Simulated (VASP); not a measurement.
Here is the system:

```
Ti
1.0
    1.47500    -2.55477     0.00000
    1.47500     2.55477     0.00000
    0.00000     0.00000     4.68000
Ti
2
Direct
  0.33333   0.66667   0.25000
  0.66667   0.33333   0.75000
```

Computed with PBE GGA, VASP's PBE PAW potentials (set 64) (plane waves; VASP 6.6.1). Run with 480 eV cut-off, 13×13×7 Γ-centred mesh, first-order Methfessel-Paxton smearing of 0.10 eV, potentials Ti.

Energy and stress use the plane-wave basis of the starting cell.

Question: The ions, cell shape and volume are relaxed. Give the cell that the relaxation ends in.

Answer: 
```
Ti
1.0
    1.46094    -2.53043     0.00000
    1.46094     2.53043     0.00000
    0.00000     0.00000     4.63235
Ti
2
Direct
  0.33333   0.66667   0.25000
  0.66667   0.33333   0.75000
```
Space group P6_3/mmc (194), at a tolerance of 0.03 Å.

Question: How do energy and volume change from the first to the last step?

Answer: The energy (σ→0) changes by -5.3 meV/atom and the volume by -2.9 %, in 3 ionic steps.

The compound is Ti in the hcp structure. This run relaxes it. Symmetry was kept, so distortions that lower it aren't found.
